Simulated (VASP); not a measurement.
Consider the following.

```
CELL_PARAMETERS angstrom
      1.77041    -3.06643     0.00000
      1.77041     3.06643     0.00000
      0.00000     0.00000     5.55799
ATOMIC_POSITIONS crystal
  Tl 0.33333 0.66667 0.25000
  Tl 0.66667 0.33333 0.75000
```

The numbers are results of r2SCAN meta-GGA, VASP's PBE PAW potentials (set 64) (plane waves; VASP), not measurements. Run with 520 eV cut-off, 13×13×8 Γ-centred mesh, tetrahedra with Blöchl corrections, potentials Tl_d.

Unless said otherwise, spin-orbit coupling is left out, though it shifts the bands of the heavy elements here.

### Question
Estimate the energy per atom (σ→0), band gap (over mesh and band path) with the smallest direct gap where there is one.

### Answer

```
Item                                                                  Result
----------------------------------  ----------------------------------------
band gap (over mesh and band path)  none (metal, semimetal or under 0.01 eV)
energy per atom (σ→0)                                        -53.176 eV/atom
```

Only differences to runs with the same potentials and settings are physical.

The compound is Tl in the hcp structure. It was relaxed first, which changed the volume by +5 %.
